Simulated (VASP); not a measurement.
## Quasiparticle energies of SiC (Moissanite 3C) in VASP

Wanted: how far GW moves the Kohn-Sham levels of SiC (Moissanite 3C). The cell is of the zinc-blende type, one of the forms listed for this formula. The start is a cell from a database of measured crystal structures.

Program: VASP 6.6.1. Level of theory: PBE; plane waves and PAW (Si_GW, C_GW), in the first sound run; inputs show where later runs differ. Results are calculated unless marked as measured.

This is a report of a sequence of runs, with most program output left out.

## (1) Starting point

It takes space group F-43m (No. 216, cubic). The conventional cell has a = 4.358 Å, b = 4.358 Å, c = 4.358 Å, α = 90.00°, β = 90.00°, γ = 90.00°. Nearest to Si lie 4 C at 1.89 Å. C has 4 Si at 1.89 Å nearest. Farther neighbours are not listed.

Coordinates:

```
Si C
1.0
     0.00000    2.17900    2.17900
     2.17900    0.00000    2.17900
     2.17900    2.17900    0.00000
Si C
1 1
Direct
  0.00000 0.00000 0.00000
  0.25000 0.25000 0.25000
```

## (2) Ground state, k-mesh 4×4×4

The orbitals come from a self-consistent PBE run with a tight EDIFF and a narrow smearing. KPOINTS_OPT adds the bands along a path, which shows whether the mesh holds the band edges.

The input, INCAR:

```
SYSTEM = SiC
PREC = Accurate
ENCUT = 440
EDIFF = 1E-08
NELM = 100
ISMEAR = 0
SIGMA = 0.01
LREAL = .FALSE.
ALGO = Normal
GGA = PE
NBANDS = 10
LORBIT = 11
LWAVE = .TRUE.
LCHARG = .FALSE.
KPAR = 8
```

The input, POSCAR:

```
SiC
1.0
    0.0000000000      2.1790000000      2.1790000000
    2.1790000000      0.0000000000      2.1790000000
    2.1790000000      2.1790000000      0.0000000000
Si C
1 1
Direct
    0.0000000000      0.0000000000      0.0000000000
    0.2500000000      0.2500000000      0.2500000000
```

The input, KPOINTS:

```
Automatic mesh
0
Gamma
4 4 4
0 0 0
```

The input, KPOINTS_OPT:

```
Line mode
12
Line-mode
Reciprocal
  0.00000000   0.00000000   0.00000000 GAMMA
  0.50000000   0.00000000   0.50000000 X

  0.50000000   0.00000000   0.50000000 X
  0.50000000   0.25000000   0.75000000 W

  0.50000000   0.25000000   0.75000000 W
  0.37500000   0.37500000   0.75000000 K

  0.37500000   0.37500000   0.75000000 K
  0.00000000   0.00000000   0.00000000 GAMMA

  0.00000000   0.00000000   0.00000000 GAMMA
  0.50000000   0.50000000   0.50000000 L

  0.50000000   0.50000000   0.50000000 L
  0.62500000   0.25000000   0.62500000 U

  0.62500000   0.25000000   0.62500000 U
  0.50000000   0.25000000   0.75000000 W

  0.50000000   0.25000000   0.75000000 W
  0.50000000   0.50000000   0.50000000 L

  0.50000000   0.50000000   0.50000000 L
  0.37500000   0.37500000   0.75000000 K

  0.62500000   0.25000000   0.62500000 U
  0.50000000   0.00000000   0.50000000 X
```

PAW data sets: Si_GW and C_GW (PBE family, release 64).

Run with:

```
> mpirun -np 8 vasp_std
```

Run time: 4.8 s. Hardware: 8 MPI ranks of AMD EPYC 7R43, shared host; peak memory 0.85 GiB; 32 s of CPU time.

Numbers from this step:

```
free energy (TOTEN)               : -14.92 eV
Fermi energy                      : 7.936 eV
pressure                          : 2.513 GPa
least gap on mesh and path        : 1.305 eV
least direct gap on mesh and path : 4.514 eV
```

The highest empty bands on the path are converged less tightly, to about 0.1 eV. Electronic bands along the path, in eV, zero at the valence-band top; v1 is the highest filled band, c1 the lowest empty one:

| point | v3 | v2 | v1 | c1 | c2 | c3 | c4 |
| --- | --- | --- | --- | --- | --- | --- | --- |
| Γ | 0.00 | 0.00 | 0.00 | 6.21 | 7.25 | 7.25 | 7.25 |
| 0.55 of the way | -3.82 | -2.15 | -2.15 | 3.59 | 5.95 | 10.98 | 10.98 |
| X | -7.83 | -3.21 | -3.21 | 1.30 | 4.27 | 14.00 | 14.00 |
| 0.45 of the way | -7.58 | -3.97 | -3.97 | 2.77 | 5.70 | 12.21 | 13.56 |
| W | -7.06 | -5.02 | -4.72 | 5.18 | 9.39 | 9.43 | 9.73 |
| 0.45 of the way | -7.18 | -5.37 | -3.73 | 4.33 | 8.11 | 10.28 | 11.45 |
| K | -7.31 | -5.58 | -2.61 | 3.06 | 7.73 | 11.81 | 12.43 |
| 0.45 of the way | -4.94 | -3.35 | -0.70 | 6.43 | 8.04 | 8.37 | 9.18 |
| Γ | 0.00 | 0.00 | 0.00 | 6.21 | 7.25 | 7.25 | 7.25 |
| 0.45 of the way | -3.79 | -0.54 | -0.54 | 6.04 | 7.88 | 7.88 | 9.09 |
| L | -8.58 | -1.06 | -1.06 | 5.39 | 7.17 | 7.17 | 10.03 |
| 0.55 of the way | -7.94 | -3.72 | -1.83 | 4.53 | 8.31 | 9.19 | 11.05 |
| U | -7.31 | -5.58 | -2.61 | 3.06 | 7.73 | 11.81 | 12.43 |
| 0.55 of the way | -7.18 | -5.37 | -3.73 | 4.33 | 8.11 | 10.28 | 11.45 |
| W | -7.06 | -5.02 | -4.72 | 5.18 | 9.39 | 9.43 | 9.73 |
| 0.55 of the way | -7.98 | -3.42 | -2.07 | 5.28 | 7.09 | 9.70 | 11.05 |
| L | -8.58 | -1.06 | -1.06 | 5.39 | 7.17 | 7.17 | 10.03 |
| 0.55 of the way | -7.94 | -3.72 | -1.83 | 4.53 | 8.31 | 9.19 | 11.05 |
| K | -7.31 | -5.58 | -2.61 | 3.06 | 7.73 | 11.81 | 12.43 |
| jump to U | -7.31 | -5.58 | -2.61 | 3.06 | 7.73 | 11.81 | 12.43 |
| 0.55 of the way | -7.70 | -4.11 | -3.08 | 1.95 | 5.09 | 13.42 | 13.61 |
| X | -7.83 | -3.21 | -3.21 | 1.30 | 4.27 | 14.00 | 14.00 |

Of the projections kept (Si, C), the largest for each band there; the rest of the weight can lie on other orbitals:

| point | v3 | v2 | v1 | c1 | c2 | c3 | c4 |
| --- | --- | --- | --- | --- | --- | --- | --- |
| Γ | C 0.74 | C 0.74 | C 0.74 | C 0.78 | Si 0.98 | Si 0.98 | Si 0.98 |
| X | Si 0.66 | C 0.57 | C 0.57 | Si 0.69 | Si 0.92 | Si 0.54 | Si 0.54 |
| W | Si 0.70 | C 0.57 | Si 0.54 | C 0.63 | Si 0.75 | Si 0.52 | Si 0.83 |
| K | Si 0.67 | C 0.51 | C 0.59 | Si 0.69 | Si 0.60 | Si 0.62 | Si 0.51 |
| Γ | C 0.74 | C 0.74 | C 0.74 | C 0.78 | Si 0.98 | Si 0.98 | Si 0.98 |
| L | Si 0.61 | C 0.67 | C 0.67 | Si 0.64 | Si 0.93 | Si 0.93 | C 0.81 |

The cell has a gap of 1.30 eV on mesh and path and a pressure of +2.5 GPa, which holds the misfit of the given cell and coordinates with this functional, and any error of cutoff, mesh and data sets.

## (3) Empty bands, k-mesh 4×4×4

The next step needs empty bands that the ground-state run didn't converge, so the Hamiltonian is diagonalised exactly for NBANDS bands, in a single step. LOPTICS writes the k-derivatives of the orbitals (WAVEDER), which give the long-wavelength limit of the screening.

The input, INCAR:

```
SYSTEM = SiC
PREC = Accurate
ENCUT = 440
ISMEAR = 0
SIGMA = 0.01
LREAL = .FALSE.
GGA = PE
NBANDS = 48
ALGO = Exact
NELM = 1
LWAVE = .TRUE.
LCHARG = .FALSE.
LOPTICS = .TRUE.
NEDOS = 1000
CSHIFT = 0.1
```

POSCAR is that of step 2.

KPOINTS is that of step 2.

Run with:

```
> mpirun -np 8 vasp_std
```

Wall time 2.2 s (8 MPI ranks); peak memory 0.69 GiB.

The gap is read on the k-mesh alone, so it is an upper bound where the band edges lie off the mesh.

A gap read on the k-mesh alone can miss the band edges.

This step gave:

- gap on the k-mesh: 1.305 eV
- least direct gap on the k-mesh: 4.514 eV

WAVECAR now holds 48 bands for 8 electrons. Its independent-particle dielectric tensor has xx, yy, zz = 9.7, 9.7, 9.7 on this mesh, which isn't tested for convergence in mesh or bands and lacks local fields.

## (4) G0W0, k-mesh 4×4×4

This step: G0W0 on PBE; plane waves and PAW (Si_GW, C_GW) (VASP 6.6.1).

One pass of GW corrects the levels to first order, with G and W from the starting orbitals.

The input, INCAR:

```
SYSTEM = SiC
PREC = Accurate
ENCUT = 440
ISMEAR = 0
SIGMA = 0.01
LREAL = .FALSE.
GGA = PE
NBANDS = 48
ALGO = EVGW0
NELMGW = 1
ENCUTGW = 100
NOMEGA = 48
PRECFOCK = Fast
NBANDSGW = 16
LWAVE = .FALSE.
LCHARG = .FALSE.
```

POSCAR is that of step 3.

KPOINTS is that of step 3.

Run with:

```
> mpirun -np 8 vasp_std
```

Wall time 7.4 s (8 MPI ranks); peak memory 0.71 GiB.

This step gave:

```
quasiparticle gap on the mesh                 : 1.937 eV
smallest direct quasiparticle gap on the mesh : 5.457 eV
gap of the starting orbitals on the mesh      : 1.305 eV
```

GW takes the gap from 1.305 to 1.937 eV. The value holds for 48 bands, ENCUTGW = 100 eV and this mesh, and isn't shown to be converged in them.

## (5) Ground state, k-mesh 6×6×6

This step: PBE; plane waves and PAW (Si_GW, C_GW) (VASP 6.6.1).

The orbitals come from a self-consistent PBE run. A small SIGMA keeps every occupation at zero or full.

The input, INCAR:

```
SYSTEM = SiC
PREC = Accurate
ENCUT = 440
EDIFF = 1E-08
NELM = 100
ISMEAR = 0
SIGMA = 0.01
LREAL = .FALSE.
ALGO = Normal
GGA = PE
NBANDS = 10
LORBIT = 11
LWAVE = .TRUE.
LCHARG = .FALSE.
KPAR = 8
```

POSCAR is that of step 4.

The input, KPOINTS:

```
Automatic mesh
0
Gamma
6 6 6
0 0 0
```

Run with:

```
> mpirun -np 8 vasp_std
```

It took 2.6 s on 8 MPI ranks; peak memory 0.88 GiB; 14 s of CPU time.

The cell has a gap of 1.35 eV on this mesh and a pressure of +2.2 GPa, which holds the misfit of the given cell and coordinates with this functional, and any error of cutoff, mesh and data sets.

## (6) Empty bands, k-mesh 6×6×6

The empty bands are made again, for the run that follows.

The input, INCAR:

```
SYSTEM = SiC
PREC = Accurate
ENCUT = 440
ISMEAR = 0
SIGMA = 0.01
LREAL = .FALSE.
GGA = PE
NBANDS = 48
ALGO = Exact
NELM = 1
LWAVE = .TRUE.
LCHARG = .FALSE.
LOPTICS = .TRUE.
NEDOS = 1000
CSHIFT = 0.1
```

POSCAR is that of step 5.

KPOINTS is that of step 5.

Run with:

```
> mpirun -np 8 vasp_std
```

Run time: 3 s. Hardware: 8 MPI ranks; peak memory 0.72 GiB.

## (7) G0W0, k-mesh 6×6×6

This step: G0W0 on PBE; plane waves and PAW (Si_GW, C_GW) (VASP 6.6.1).

The mesh goes to 6×6×6.

The input, INCAR:

```
SYSTEM = SiC
PREC = Accurate
ENCUT = 440
ISMEAR = 0
SIGMA = 0.01
LREAL = .FALSE.
GGA = PE
NBANDS = 48
ALGO = EVGW0
NELMGW = 1
ENCUTGW = 100
NOMEGA = 48
PRECFOCK = Fast
NBANDSGW = 16
LWAVE = .FALSE.
LCHARG = .FALSE.
```

POSCAR is that of step 6.

KPOINTS is that of step 6.

Run with:

```
> mpirun -np 8 vasp_std
```

The job ended after 43 s (8 MPI ranks; peak memory 0.98 GiB).

The gap is now 2.006 eV, +69 meV against the GW run before.

## (8) Ground state, k-mesh 8×8×8

This step: PBE; plane waves and PAW (Si_GW, C_GW) (VASP 6.6.1).

The orbitals come from a self-consistent PBE run. EDIFF is tight for accurate orbitals, and a narrow smearing avoids fractional occupations.

The input, INCAR:

```
SYSTEM = SiC
PREC = Accurate
ENCUT = 440
EDIFF = 1E-08
NELM = 100
ISMEAR = 0
SIGMA = 0.01
LREAL = .FALSE.
ALGO = Normal
GGA = PE
NBANDS = 10
LORBIT = 11
LWAVE = .TRUE.
LCHARG = .FALSE.
KPAR = 8
```

POSCAR is that of step 7.

The input, KPOINTS:

```
Automatic mesh
0
Gamma
8 8 8
0 0 0
```

Run with:

```
> mpirun -np 8 vasp_std
```

Elapsed: 3.4 s, on 8 MPI ranks; peak memory 0.96 GiB; 20 s of CPU time.

The cell has a gap of 1.35 eV on this mesh and a pressure of +2.1 GPa, which holds the misfit of the given cell and coordinates with this functional, and any error of cutoff, mesh and data sets.

## (9) Empty bands, k-mesh 8×8×8

The input, INCAR:

```
SYSTEM = SiC
PREC = Accurate
ENCUT = 440
ISMEAR = 0
SIGMA = 0.01
LREAL = .FALSE.
GGA = PE
NBANDS = 48
ALGO = Exact
NELM = 1
LWAVE = .TRUE.
LCHARG = .FALSE.
LOPTICS = .TRUE.
NEDOS = 1000
CSHIFT = 0.1
```

POSCAR is that of step 8.

KPOINTS is that of step 8.

Run with:

```
> mpirun -np 8 vasp_std
```

Elapsed: 4.8 s, on 8 MPI ranks; peak memory 0.78 GiB.

## (10) G0W0, k-mesh 8×8×8

This step: G0W0 on PBE; plane waves and PAW (Si_GW, C_GW) (VASP 6.6.1).

The mesh goes to 8×8×8.

The input, INCAR:

```
SYSTEM = SiC
PREC = Accurate
ENCUT = 440
ISMEAR = 0
SIGMA = 0.01
LREAL = .FALSE.
GGA = PE
NBANDS = 48
ALGO = EVGW0
NELMGW = 1
ENCUTGW = 100
NOMEGA = 48
PRECFOCK = Fast
NBANDSGW = 16
LWAVE = .FALSE.
LCHARG = .FALSE.
```

POSCAR is that of step 9.

KPOINTS is that of step 9.

Run with:

```
> mpirun -np 8 vasp_std
```

The job ended after 3.1 min (8 MPI ranks; peak memory 1.6 GiB).

The gap is now 2.017 eV, +11 meV against the GW run before.

## (11) Summary

This step: GW series: G0W0 on PBE; plane waves and PAW (VASP 6.6.1).

This step runs nothing: it gathers the runs above.

Cost is wall time times ranks on a shared host, with the step that makes the empty bands. GW runs:

| level | bands | ENCUTGW (eV) | NOMEGA | k mesh | starting gap (eV) | quasiparticle gap (eV) | direct gap (eV) | cost (core minutes) |
| --- | --- | --- | --- | --- | --- | --- | --- | --- |
| G0W0 | 48 | 100 | 48 | 4x4x4 | 1.305 | 1.937 | 5.457 | 1.28 |
| G0W0 | 48 | 100 | 48 | 6x6x6 | 1.346 | 2.006 | 5.503 | 6.13 |
| G0W0 | 48 | 100 | 48 | 8x8x8 | 1.351 | 2.017 | 5.509 | 25.45 |

## (12) What came out

| Property | Result |
| --- | --- |
| G0W0 on PBE, 48 bands, ENCUTGW 100 eV, NOMEGA 48, mesh 8×8×8 | 1.351 → 2.017 eV |
| G0W0 on PBE, 48 bands, ENCUTGW 100 eV, NOMEGA 48, mesh 4×4×4 | 1.305 → 1.937 eV |

G0W0 gives a quasiparticle gap of 2.017 eV on the mesh, 0.67 eV over the PBE gap on the same mesh. On mesh and path the starting valence top lies at Γ and the conduction bottom at (0.5, 0.5, 0), so the starting gap is indirect. Both points lie on the GW mesh. The steps of the series move the gap by +69, +11 meV; the last costs 4.2 times the one before. The last step lies within a tolerance of 30 meV, picked for this account, and the last two together move the gap by +81 meV. Every mesh holds the starting band edges. Bands and response cutoff weren't varied. Not tabulated here, as repeats of values shown or as unfit to read for their mesh, reference level or band range: eps2 curves (empty bands); eps1 curves and static values (empty bands); gaps (empty bands).

[Lines on the potential files, build, host, timing and source positions are cut from VASP's logs without a mark.]

[Logs are printed without paths, hosts, clocks, repeated set-up lines and the standing remarks that a program may print on its own settings, such as how far it seeks lower states.]

[Hosts, paths, dates, database ids (printed as entryN), source tags and the programs' standing remarks are cut or masked in the printed files.]

[Pressures printed for these runs are not shown converged in the cutoff: they can be off by several GPa and have the wrong sign.]
